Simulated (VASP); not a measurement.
OSZICAR of a VASP run on TeW (a trial cell in the rocksalt structure, space group Fm-3m):

**OSZICAR**
```
       N       E                     dE             d eps       ncg     rms          rms(c)
DAV:   1     0.113902467100E+03    0.11390E+03   -0.11509E+04   664   0.129E+03
DAV:   2    -0.911476947836E+01   -0.12302E+03   -0.12145E+03   668   0.311E+02
DAV:   3    -0.129279395028E+02   -0.38132E+01   -0.35466E+01   674   0.495E+01
DAV:   4    -0.130081534877E+02   -0.80214E-01   -0.80137E-01   616   0.721E+00
DAV:   5    -0.130093380010E+02   -0.11845E-02   -0.11845E-02   656   0.994E-01    0.937E+00
DAV:   6    -0.124214909969E+02    0.58785E+00   -0.38742E+00   608   0.129E+01    0.294E+00
DAV:   7    -0.123786041861E+02    0.42887E-01   -0.25475E-01   584   0.323E+00    0.195E+00
DAV:   8    -0.123700915581E+02    0.85126E-02   -0.46593E-02   680   0.140E+00    0.501E-01
DAV:   9    -0.123701930888E+02   -0.10153E-03   -0.82449E-04   736   0.237E-01    0.326E-01
DAV:  10    -0.123702102194E+02   -0.17131E-04   -0.59923E-04   632   0.239E-01    0.480E-02
DAV:  11    -0.123702092840E+02    0.93543E-06   -0.43870E-05   590   0.606E-02    0.114E-02
DAV:  12    -0.123702071432E+02    0.21407E-05   -0.22083E-06   436   0.116E-02    0.129E-03
DAV:  13    -0.123702068969E+02    0.24633E-06   -0.16819E-07   298   0.454E-03
   1 F= -.12370207E+02 E0= -.12365261E+02  d E =-.989184E-02
```

### Question
Which electronic solver shows in the log?

### Answer
It is blocked Davidson (ALGO = Normal, or the opening steps of other solvers). The INCAR had ALGO = Normal.

### Question
Can the final energy be trusted as converged?

### Answer
Self-consistency was reached. It stopped with EDIFF = 1E-6, NELM = 100 (PBE GGA, plane waves, VASP's PBE PAW potentials (set 64)).

The structure was generated: TeW was put into the rocksalt type (Fm-3m), which need not be its known phase. The cell was not relaxed at this level. The run is one of a series of settings (ENCUT = 500 against the base run), some of them coarse on purpose.
